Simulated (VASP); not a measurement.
VASP ran on this input.

**POSCAR**
```
InAs
1
    0.0000000000     3.0159854660     3.0159854660
    3.0159854660     0.0000000000     3.0159854660
    3.0159854660     3.0159854660     0.0000000000
In As
1 1
Direct
  0.0000000000   0.0000000000   0.0000000000
  0.2500000000   0.2500000000   0.2500000000
```

File KPOINTS:
```
Automatic
0
G
  11 11 11
0 0 0
```

**INCAR**
```
# general
SYSTEM   =  InAs
PREC     =  Accurate
ENCUT    =  500
LREAL    =  .FALSE.
LASPH    =  .TRUE.   # aspherical one-centre terms

# electronic loop
EDIFF    =  1E-6   # SCF stop (eV)
NELM     =  100
ALGO     =  Normal   # blocked Davidson
LMAXMIX  =  4

# smearing
ISMEAR   =  1
SIGMA    =  0.1

# ions
IBRION   =  2
NSW      =  40   # most ionic steps
ISIF     =  3   # ions, shape and volume
EDIFFG   =  -0.02   # ionic stop
PSTRESS  =  50

# output
LWAVE    =  .FALSE.
LCHARG   =  .FALSE.
```

POTCAR, in this order: In_d As (LDA.64 set). Program: vasp_std.

### Question
Write an equivalent input for Ansatz.

### Answer
One equivalent input (not run):
Ansatz 0.2 input:
```yaml
crystal:
  lattice:
    - [0.0000000, 3.0159855, 3.0159855]
    - [3.0159855, 0.0000000, 3.0159855]
    - [3.0159855, 3.0159855, 0.0000000]
  atoms:
    - { symbol: In, position: [0.0000000, 0.0000000, 0.0000000] }
    - { symbol: As, position: [0.2500000, 0.2500000, 0.2500000] }
kpoints:
  mp_grid: { grid: [11, 11, 11] }
hamiltonian:
  xc: lda
  pseudopotentials: { kind: paw }
scf:
  occupations: { method: methfessel_paxton, width: 0.1 }
  max_iter: 100
relax:
  max_steps: 40
  f_tol: 0.02
  cell: { p_target: 5 }
output: { forces: true, stress: true, eigenvalues: true }
```
Limits of the translation: each code has its own PAW files, so the cut-off isn't converted (ENCUT is set for VASP's; basis.ecutwfc is left out, and Ansatz then takes the one that its files recommend); Ansatz stops its SCF on the density residual and VASP on the energy change (EDIFF); Ansatz's lda is the Perdew-Wang form, while the LDA potentials of VASP carry Perdew-Zunger's.

The compound is InAs in the zinc blende structure. This run relaxes it under an external pressure of 5 GPa. Symmetry was kept, so distortions that lower it aren't found.
